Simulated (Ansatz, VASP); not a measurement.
# Cross-check of Ba8Mg8Sc6Al6Si27O88 (glassy 55SiO2-6Al2O3-16MgO-16BaO-6Sc2O3 (mol %)) between VASP and Ansatz

Aim: how closely do two programs agree when they are given the same cell, functional and k mesh? The cell is taken from a series of runs on this material, whose earlier steps may have relaxed, scaled, displaced or heated it; both programs get it as it stands.

Main program and level: Ansatz 0.2.0; plane waves, with VASP 6.6.1 beside it; single point at PBE.

### Step 1. The starting structure

The cell holds 143 atoms: 27 Si, 6 Al, 8 Mg, 8 Ba, 6 Sc and 88 O. Cell: a = 12.673 Å, b = 12.779 Å, c = 12.498 Å, α = 86.8°, β = 88.3°, γ = 88.9°. As first built, before any earlier steps moved the atoms (in the runner's words): 143 atoms (27 Si, 6 Al, 8 Mg, 8 Ba, 6 Sc, 88 O) placed at random at 3.13 g/cm^3, melted at 4000 K for 10 ps at fixed volume with the Morse and Coulomb pair potential with partial charges (Pedone, Malavasi, Menziani, Cormack and Segre, J. Phys. Chem. B 110, 11780 (2006)). Quenched from 4000 K to 300 K at 25 K/ps and fixed volume, held 10 ps at zero pressure, then minimised at fixed cell.

### Step 2. VASP: single point, PBE

A single point gives forces, pressure and levels at one fixed geometry, so differences don't come from the geometry; what else differs is listed under the comparison.

Lines of VASP's logs that name or quote its potential files are left out, and so is its time.

INCAR reads:

```
SYSTEM = Ba8Mg8Sc6Al6Si27O88
PREC = Accurate
ENCUT = 600
EDIFF = 1E-06
NELM = 120
ISMEAR = 0
SIGMA = 0.01
LREAL = Auto
ALGO = Normal
GGA = PE
NBANDS = 508
LASPH = .TRUE.
LORBIT = 11
LWAVE = .FALSE.
LCHARG = .FALSE.
ISIF = 2
GGA_COMPAT = .FALSE.
EFERMI = MIDGAP
```

POSCAR reads:

```
Ba8Mg8Sc6Al6Si27O88
1.0
   12.6706100000      0.1149700000      0.1894200000
    0.1149700000     12.7736000000      0.3467400000
    0.1894200000      0.3467400000     12.4919300000
Si Al Mg Ba Sc O
27 6 8 8 6 88
Direct
    0.2140700000      0.8688600000      0.9617200000
    0.2333300000      0.1408900000      0.6723500000
    0.0656300000      0.1097600000      0.3460700000
    0.4755500000      0.6697500000      0.6879800000
    0.9055900000      0.6439900000      0.0399100000
    0.4942900000      0.6892300000      0.2830900000
    0.7446100000      0.2368600000      0.8121800000
    0.6484300000      0.5116700000      0.2147400000
    0.1228300000      0.3031000000      0.0330600000
    0.7348400000      0.0038000000      0.5359000000
    0.4636500000      0.0113200000      0.0449100000
    0.3527900000      0.3479900000      0.0066700000
    0.4003400000      0.1568500000      0.8474400000
    0.3031300000      0.8252100000      0.7333800000
    0.3769900000      0.4524200000      0.6333100000
    0.7962100000      0.4600400000      0.9561000000
    0.8440500000      0.9928200000      0.0648200000
    0.1470800000      0.3756500000      0.6466300000
    0.9653400000      0.3543500000      0.8366900000
    0.1451700000      0.6617600000      0.6379600000
    0.7422600000      0.5519100000      0.5427900000
    0.3399900000      0.9901900000      0.5344200000
    0.8504200000      0.0359100000      0.7322700000
    0.2445400000      0.8464600000      0.3873200000
    0.7809000000      0.7867300000      0.4376100000
    0.6549300000      0.8838300000      0.0127400000
    0.4623900000      0.2134000000      0.1732700000
    0.0207600000      0.8141700000      0.5038100000
    0.0408600000      0.0372700000      0.5982100000
    0.9450900000      0.2948300000      0.2231700000
[... 107 atom lines left out ...]
    0.6152000000      0.4300900000      0.3100100000
    0.2095500000      0.7661800000      0.6755000000
    0.8205700000      0.4864300000      0.4642900000
    0.1804000000      0.1101900000      0.2839500000
    0.1835700000      0.2533800000      0.6290300000
    0.4161700000      0.1004800000      0.1264200000
```

KPOINTS reads:

```
Automatic mesh
0
Gamma
1 1 1
0 0 0
```

Potentials, in the order of the species: Si, Al, Mg, Ba_sv, Sc_sv and O (PBE family, release 64).

Launch:

```
export OMP_NUM_THREADS=3
mpirun -np 1 vasp_gam
```

Numbers of over 12 decimals in the logs are rounded to 6 here.

What it wrote:

```text
[banner, memory and clock lines left out]
running    1 mpi-ranks, on    1 nodes
[...]
Offloading initialized ...    1 GPUs detected
[...]
LDA part: xc-table for (Slater+PW92), standard interpolation
 POSCAR, INCAR and KPOINTS ok, starting setup
[...]
entering main loop
       N       E                     dE             d eps       ncg     rms          rms(c)
DAV:   1     0.106998900383E+05    0.10700E+05   -0.48899E+05  1024   0.181E+03
DAV:   2    -0.509833538956E+02   -0.10751E+05   -0.10406E+05  1208   0.450E+02
DAV:   3    -0.114914941702E+04   -0.10982E+04   -0.10746E+04  1148   0.176E+02
DAV:   4    -0.124815276605E+04   -0.99003E+02   -0.97882E+02  1664   0.652E+01
[...]
DAV:  18    -0.108077240160E+04    0.13305E-04   -0.62451E-05  1544   0.267E-02    0.122E-02
DAV:  19    -0.108077240406E+04   -0.24619E-05   -0.60923E-05  1392   0.135E-02    0.927E-03
DAV:  20    -0.108077240334E+04    0.72638E-06   -0.50294E-06  1136   0.468E-03
   1 F= -.10807724E+04 E0= -.10807724E+04  d E =0.000000E+00
```

From OUTCAR (step 2):

```text
  Total        1.6239948      2.2726484      3.0718618      0.1880690     -0.0041209      0.3915177
  in kB        1.2882880      1.8028541      2.4368568      0.1491920     -0.0032691      0.3105845
  external PRESSURE =       1.8426663 kB  Pullay stress =       0.0000000 kB

 POSITION                                       TOTAL-FORCE (eV/Angst)
 -----------------------------------------------------------------------------------
[...]
5.79062      2.73577      3.93243         0.001539     -0.001820      0.017722
      9.82123      7.39513      3.35567         0.019278      0.019285      0.023385
      7.64494     12.82555      1.01696         0.015637      0.009853      0.006030
      3.42932      9.87248      0.79221         0.048435      0.015700      0.041917
      1.01659      1.57531      6.02333         0.025275     -0.030267      0.029336
      1.92876      0.97905      8.68595        -0.037768     -0.042038     -0.033928
      4.71851      3.91164      1.82974         0.000229     -0.004554     -0.011847
      0.74016      5.02841      9.27692         0.004974     -0.006995      0.007577
      2.78761     12.48461      0.71357         0.063428      0.040889      0.097982
      9.73318      1.79319      9.96722        -0.000231      0.001697      0.001460
     10.23422     12.56634      2.83414        -0.053707     -0.041514     -0.002394
      7.24999      8.03899      9.88464         0.005305      0.005409     -0.015608
     10.43174      1.27672      6.00321         0.025456      0.013165      0.020078
[...]
-----------------------------------------------------------------------------------
    total drift:                               -0.007008      0.037579     -0.017085

  FREE ENERGIE OF THE ION-ELECTRON SYSTEM (eV)
  ---------------------------------------------------
  free  energy   TOTEN  =     -1080.7724033377 eV

  energy  without entropy=    -1080.7724033377  energy(sigma->0) =    -1080.77240334

[... 3 further parts left out ...]
[key lines of the parts left out:]
E-fermi :   3.6616
```

Harder data sets than Ba_sv exist (the GW ones), and pressures, volumes and forces can shift noticeably with them.

### Step 3. Ansatz: single point, PBE

Ansatz runs on its default PAW (the set named soft_2) files.

The same cell, functional and mesh now go to Ansatz, which takes its cutoff from its data sets.

input.yaml reads:

```yaml
crystal:
  lattice:
    - [12.67061, 0.11497, 0.18942]
    - [0.11497, 12.7736, 0.34674]
    - [0.18942, 0.34674, 12.49193]
  atoms:
    - { symbol: Si, position: [0.21407, 0.86886, 0.96172] }
    - { symbol: Si, position: [0.23333, 0.14089, 0.67235] }
    - { symbol: Si, position: [0.06563, 0.10976, 0.34607] }
    - { symbol: Si, position: [0.47555, 0.66975, 0.68798] }
    - { symbol: Si, position: [0.90559, 0.64399, 0.03991] }
    - { symbol: Si, position: [0.49429, 0.68923, 0.28309] }
    - { symbol: Si, position: [0.74461, 0.23686, 0.81218] }
    - { symbol: Si, position: [0.64843, 0.51167, 0.21474] }
    - { symbol: Si, position: [0.12283, 0.3031, 0.03306] }
    - { symbol: Si, position: [0.73484, 0.0038, 0.5359] }
    - { symbol: Si, position: [0.46365, 0.01132, 0.04491] }
    - { symbol: Si, position: [0.35279, 0.34799, 0.00667] }
    - { symbol: Si, position: [0.40034, 0.15685, 0.84744] }
    - { symbol: Si, position: [0.30313, 0.82521, 0.73338] }
    - { symbol: Si, position: [0.37699, 0.45242, 0.63331] }
    - { symbol: Si, position: [0.79621, 0.46004, 0.9561] }
    - { symbol: Si, position: [0.84405, 0.99282, 0.06482] }
    - { symbol: Si, position: [0.14708, 0.37565, 0.64663] }
    - { symbol: Si, position: [0.96534, 0.35435, 0.83669] }
    - { symbol: Si, position: [0.14517, 0.66176, 0.63796] }
    - { symbol: Si, position: [0.74226, 0.55191, 0.54279] }
    - { symbol: Si, position: [0.33999, 0.99019, 0.53442] }
    - { symbol: Si, position: [0.85042, 0.03591, 0.73227] }
    - { symbol: Si, position: [0.24454, 0.84646, 0.38732] }
    - { symbol: Si, position: [0.7809, 0.78673, 0.43761] }
    - { symbol: Si, position: [0.65493, 0.88383, 0.01274] }
    - { symbol: Si, position: [0.46239, 0.2134, 0.17327] }
    - { symbol: Al, position: [0.02076, 0.81417, 0.50381] }
    - { symbol: Al, position: [0.04086, 0.03727, 0.59821] }
    - { symbol: Al, position: [0.94509, 0.29483, 0.22317] }
[... 107 atom lines left out ...]
    - { symbol: O, position: [0.6152, 0.43009, 0.31001] }
    - { symbol: O, position: [0.20955, 0.76618, 0.6755] }
    - { symbol: O, position: [0.82057, 0.48643, 0.46429] }
    - { symbol: O, position: [0.1804, 0.11019, 0.28395] }
    - { symbol: O, position: [0.18357, 0.25338, 0.62903] }
    - { symbol: O, position: [0.41617, 0.10048, 0.12642] }
kpoints:
  mp_grid: { grid: [1, 1, 1] }
hamiltonian:
  xc: pbe
scf:
  occupations: { method: fixed }
output:
  forces: true
  stress: true
  populations: true
  dos:
    method: { smearing: { sigma: 0.15 } }
    de: 0.1
    projected: { site_lists: { Al: [Al], Ba: [Ba], Mg: [Mg], O: [O], Sc: [Sc] } }
  eigenvalues: true
  write_density: true
  write_potential: true
  volumetric_format: npy
  elf: true
```

Launch:

```
ansatz run input.yaml --threads 4 --pin off --max-ram 8192MiB --backend cpu --events-out ev --progress --plain --runs-dir out
```

What it wrote:

```text
Engine: ansatz 0.2.0, aarch64-unknown-linux-gnu
Pseudopotentials: kind: paw
Pseudopotential: Si, paw, valence charge 4, recommended cutoff 420 eV (normal), Si.paw.azcp
Pseudopotential: Al, paw, valence charge 3, recommended cutoff 420 eV (normal), Al.paw.azcp
Pseudopotential: Mg, paw, valence charge 10, recommended cutoff 420 eV (normal), Mg.paw.azcp
Pseudopotential: Ba, paw, valence charge 10, recommended cutoff 420 eV (normal), Ba.paw.azcp
Pseudopotential: Sc, paw, valence charge 11, recommended cutoff 420 eV (normal), Sc.paw.azcp
Pseudopotential: O, paw, valence charge 6, recommended cutoff 420 eV (normal), O.paw.azcp
Functional definition: PBE
  parameter kappa = 0.804
  parameter beta = 0.066725
  exchange = pbe_x(kappa = kappa, mu = beta*pi^2/3)
  correlation = pbe_c(beta = beta)
Crystal: 143 atoms, lattice volume = 2019.678 Å³
Basis set: ecut = 420 eV, 39463 PW (Γ), exchange–correlation on 180×180×180 points (8 copies of the dense FFT grid, shifted against one another)
Bands: 583, of which v1, the nominal top of the filled ones, is band 440 counted from 1 (439 counted from 0)
Symmetry: 1 space group operations
Space group: P1 (ITA 1), of the structure as read, at distance tolerance 1.3e-4 Å
k-points: 1
Non-local potential: Si, projectors of the file, l = 0: 2, l = 1: 2, l = 2: 2
Non-local potential: Al, projectors of the file, l = 0: 2, l = 1: 2, l = 2: 1
Non-local potential: Mg, projectors of the file, l = 0: 3, l = 1: 2, l = 2: 1
Non-local potential: Ba, projectors of the file, l = 0: 3, l = 1: 2, l = 2: 2, l = 3: 2
Non-local potential: Sc, projectors of the file, l = 0: 3, l = 1: 2, l = 2: 3, l = 3: 1
Non-local potential: O, projectors of the file, l = 0: 2, l = 1: 2, l = 2: 1
PAW form: soft (Blöchl's): semilocal exchange-correlation on the pseudo side does not see the compensation charge
PAW one-centre angular grid: Si, 110 points (default); XC on 64 Gauss nodes
PAW one-centre angular grid: Al, 110 points (default); XC on 64 Gauss nodes
PAW one-centre angular grid: Mg, 110 points (default); XC on 64 Gauss nodes
PAW one-centre angular grid: Ba, 194 points (default); XC on 64 Gauss nodes
PAW one-centre angular grid: Sc, 590 points (default); XC on 64 Gauss nodes
PAW one-centre angular grid: O, 110 points (default); XC on 64 Gauss nodes
Initial density: superposition of atomic densities (neutral atoms: chi_scale 0, normalization atom), corrected by the library's trained network
Initial wavefunctions: pseudopotential atomic-orbital guess
Functional: x = pbe(κ = 0.804, μ = 0.219515), c = pbe(β = 0.066725)
SCF iter   1: F=—  HF=-146319.625297 eV  |F-HF|=—  |Δ(HF+E_count)|=         —  Δρ=2.03e-3  dr2=9.19e-2  ethr=1.77e-3  ⟨swp⟩=4.0  Hψ=2211  notcnv=0  defer=136
preconditioner: auto → Resta (q_TF=auto, 2.376 Å⁻¹)  ε∞=3.6  [insulator: Δε(μ)=4.068 eV  Ē_g=14.162 eV  n_scr=458 (ndim 8)  ℏωp=22.7 eV  f_vac=0.112  ε∞_Penn≈3.6]
SCF iter   2: F=—  HF=-146319.630322 eV  |F-HF|=—  |Δ(HF+E_count)|=   5.03e-3  Δρ=1.06e-3  dr2=2.12e-2  ethr=1.04e-5  ⟨swp⟩=2.0  Hψ=1049  notcnv=0  defer=141
SCF iter   3: F=—  HF=-146319.635738 eV  |F-HF|=—  |Δ(HF+E_count)|=   5.42e-3  Δρ=4.91e-4  dr2=6.73e-3  ethr=2.40e-6  ⟨swp⟩=2.0  Hψ=848  notcnv=0  defer=141
SCF iter   4: F=—  HF=-146319.636798 eV  |F-HF|=—  |Δ(HF+E_count)|=   1.06e-3  Δρ=1.85e-4  dr2=8.52e-4  ethr=7.65e-7  ⟨swp⟩=2.0  Hψ=851  notcnv=0  defer=141
SCF iter   5: F=—  HF=-146319.636862 eV  |F-HF|=—  |Δ(HF+E_count)|=   6.45e-5  Δρ=1.10e-4  dr2=2.60e-4  ethr=9.68e-8  ⟨swp⟩=2.0  Hψ=837  notcnv=0  defer=139
SCF iter   6: F=—  HF=-146319.636926 eV  |F-HF|=—  |Δ(HF+E_count)|=   6.32e-5  Δρ=3.51e-5  dr2=3.03e-5  ethr=2.96e-8  ⟨swp⟩=2.0  Hψ=752  notcnv=0  defer=137
SCF iter   7: F=—  HF=-146319.639318 eV  |F-HF|=—  |Δ(HF+E_count)|=   2.39e-3  Δρ=1.65e-5  dr2=5.63e-6  ethr=3.44e-9  ⟨swp⟩=2.0  Hψ=1022  notcnv=0  defer=137
SCF iter   8: F=—  HF=-146319.639320 eV  |F-HF|=—  |Δ(HF+E_count)|=   2.43e-6  Δρ=8.25e-6  dr2=1.51e-6  ethr=6.40e-10  ⟨swp⟩=2.0  Hψ=752  notcnv=0  defer=137
SCF iter   9: F=—  HF=-146319.639321 eV  |F-HF|=—  |Δ(HF+E_count)|=   6.90e-7  Δρ=3.55e-6  dr2=2.80e-7  ethr=1.72e-10  ⟨swp⟩=2.0  Hψ=743  notcnv=0  defer=137
SCF iter  10: F=-146319.639321 eV  HF=-146319.639321 eV  |F-HF|=9.05e-9  |Δ(HF+E_count)|=   8.14e-8  Δρ=1.58e-6  dr2=5.40e-8  ethr=1.14e-11  ⟨swp⟩=27.0  Hψ=5609  notcnv=0
SCF 1 converged in 10 iterations: F = -146319.639321 eV  dr2 = 5.40e-8
  greatest PAW one-centre occupation: 1.000 electrons in one spin orbital (limit 2), on the Mg atom at site 38 (counted from 0), in its partial waves of l = 0
SCF converged after 10 iterations
Free energy (F): -146319.639321 eV
Harris-Foulkes:  -146319.639321 eV  (|F-HF|=9.05e-9)
Internal energy: -146319.639321 eV  (E = F + TS)
E sigma→0 (E₀):  -146319.639321 eV
Fermi energy:    4.468552 eV
--- Per-component energies (eV) ---
  E_band       = -6212.145081
  E_kinetic    = 20532.535536
[...]
--- Löwdin populations: 143 sites ---
  site symbol       q [e]
     0     Si      2.4112
     1     Si      2.2880
     2     Si      2.4091
     3     Si      2.3712
     4     Si      2.3890
     5     Si      2.3658
     6     Si      2.3377
     7     Si      2.3297
     8     Si      2.3324
     9     Si      2.3767
    10     Si      2.2926
    11     Si      2.3280
    12     Si      2.2949
    13     Si      2.2873
    14     Si      2.3566
    15     Si      2.3567
    16     Si      2.4125
    17     Si      2.3068
    18     Si      2.2775
    19     Si      2.3785
    20     Si      2.3422
    21     Si      2.3259
    22     Si      2.3407
    23     Si      2.3235
[...]
135      O      6.8285
   136      O      7.0086
   137      O      6.7521
   138      O      6.7816
   139      O      6.8738
   140      O      7.0382
   141      O      6.8120
   142      O      6.8389
  spilling = 0.011017 (of n_electrons = 880.000000)
```

### Step 4. Comparison

Known differences besides the potentials themselves: fixed occupations in Ansatz, narrow Gaussian smearing in VASP; the data sets hold 880 valence electrons in Ansatz (on its default PAW (the set named soft_2) files) and 816 in VASP; the cutoff is 420 eV in Ansatz and 600 eV in VASP (PREC = Accurate, projectors in real space). Total energies have different zeros and are not compared.

Compared:

| quantity | Ansatz | VASP | difference |
| --- | --- | --- | --- |
| pressure (GPa) | 0.00 | 0.18 | -0.19 |
| gap on the k mesh (eV) | 4.066 | 4.050 | +0.015 |

Forces on 7 of the 143 atoms, those with the largest forces and the largest differences (eV/Å; atoms numbered as in POSCAR):

| atom | Ansatz x, y, z | VASP x, y, z |
| --- | --- | --- |
| Ba44 | -0.005, -0.003, 0.002 | -0.083, 0.114, 0.035 |
| Ba45 | 0.015, -0.005, 0.007 | 0.088, -0.092, 0.065 |
| Ba46 | -0.005, 0.011, 0.012 | 0.144, -0.066, 0.092 |
| O63 | 0.000, -0.004, 0.004 | -0.007, -0.079, -0.109 |
| O66 | -0.013, 0.004, 0.000 | 0.001, 0.087, 0.109 |
| O122 | 0.008, -0.009, 0.003 | -0.032, -0.072, 0.121 |
| O129 | -0.008, -0.005, 0.005 | -0.034, 0.083, -0.133 |

The forces differ by 35 meV/Å r.m.s., where the r.m.s. force is 0.006 eV/Å in Ansatz and 0.036 eV/Å in VASP: the atoms lie near their places of rest in Ansatz, so a percentage would say little (all taken over all components). A gap on the mesh is an upper bound, since the band edges may lie between its points.

### Step 5. Summary of results

| Item | Value |
| --- | --- |
| r.m.s. force difference (single point, PBE) | 35 meV/Å |

In words: The r.m.s. force difference is 35 meV/Å (single point, PBE), beyond the 12 meV/Å picked in this series as the mark of a large difference. The data sets hold unlike numbers of valence electrons (880 in Ansatz and 816 in VASP), so part of the differences comes from the potentials. What causes the difference of the single point, PBE pair stays open here. Such differences can come from data sets, numerical settings and the points named under the comparisons, not from the functional's error against experiment.

[Lines on the potential files, build, host, timing and source positions are cut from VASP's logs without a mark.]

[Logs are printed without paths, hosts, clocks, repeated set-up lines and the standing remarks that a program may print on its own settings, such as how far it seeks lower states.]

[Hosts, paths, dates, database ids (printed as entryN), source tags and the programs' standing remarks are cut or masked in the printed files.]
